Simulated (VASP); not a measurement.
TiC: transverse stress against strain

TiC (rock salt, Fm-3m, 9.904 Å³/atom at rest, cube axes along x, y and z) under an equal strain ε along x and y, with z held. PBEsol in VASP (plane waves, PAW), 600 eV, 18×18×18 Γ-centred mesh, Methfessel-Paxton smearing 0.10 eV; ions are relaxed within the symmetry of each cell. Stress is positive for a compressed cell.

Here s stands for strain and y for stress zz.

```
strain (%)  stress zz (GPa)
----------  ---------------
-1.50                  3.58
-1.00                  2.27
-0.50                  1.05
0.00                  -0.17
0.50                  -1.37
1.00                  -2.54
1.50                  -3.68
3.00                      ?
```

### Question
Using a straight line, estimate the missing y at s = 3.00 from the other rows, showing the fit.

### Answer
Means: s 0, y -0.123. About the means, the sum of products is -16.910 and the sum of squares of s is 7.0000; the slope is their ratio. Least squares gives y = -0.123 - 2.4157·s. Residuals (row less fit): 0.079, -0.023, -0.035, -0.047, -0.039, -0.001, 0.067; standard error 0.057 (degrees of freedom: 5). The slope gives the elastic constant 2C12 = 242 ± 2 GPa. At the withheld row, y = -0.123 - 2.4157 × 3.0 = -7.370 GPa. The calculation gives -6.96 GPa, 0.410 GPa above the prediction (3.9 % of the range of y in the table). The row lies outside the fitted rows, so this is an extrapolation. From the scatter of the fitted rows alone, a prediction at this place has a standard error of 0.089 GPa, so the miss is 4.6 times that.

One order more, fitted to all 13 runs of the series, follows each within 0.04, so the miss is the next term of a smooth law. In a metal these values are sensitive to mesh and smearing; energies are taken to zero smearing, stresses follow the free energy. Rows are the converged runs of the series near zero and its far end; series whose fitted rows scatter by over a few per cent of the range, as at a crossing or softening among them, aren't shown in this form. Most that stay on the fit to the last digits aren't either.
